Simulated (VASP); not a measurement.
Input of a VASP 6.6.1 run:

File INCAR:

```
PREC     = Accurate       # precision mode
ENCUT    = 520            # plane-wave cutoff, eV
EDIFF    = 1E-6           # SCF threshold, eV
ISMEAR   = 0              # smearing method
SIGMA    = 0.1            # smearing width, eV
LREAL    = False          # projectors in reciprocal space
LASPH    = True           # aspherical terms in the spheres
NELM     = 100            # most SCF steps
ALGO     = Fast           # electronic algorithm
ISIF     = 2              # what is computed and relaxed
LWAVE    = False          # write WAVECAR
LCHARG   = False          # write CHGCAR
GGA      = PE             # functional
NBANDS   = 9              # bands
```

The input KPOINTS:

```
Automatic mesh
0
Gamma
  12 12 7
```

The input POSCAR:

```
Mg
1.0
    3.2100636643      0.0000000000      0.0000000000
   -1.6050318322      2.7799966811      0.0000000000
    0.0000000000      0.0000000000      5.1379319418
Mg
2
Direct
    0.3333333333      0.6666666667      0.2500000000
    0.6666666667      0.3333333333      0.7500000000
```

Potentials or basis: VASP PAW PBE potentials, release 64 (Mg).

Command:

```sh
$ cat potpaw_PBE.64/Mg/POTCAR > POTCAR
$ mpirun -np 1 vasp_std > vasp.out
```

Question: Estimate the band gap on the k mesh.

Answer: None (metal or under the smearing width).

Question: Predict the pressure.

Answer: -0.1 GPa.

Stress tensor (GPa, compression positive):
```
-0.08  0.00  0.00
 0.00 -0.08  0.00
 0.00  0.00 -0.22
```
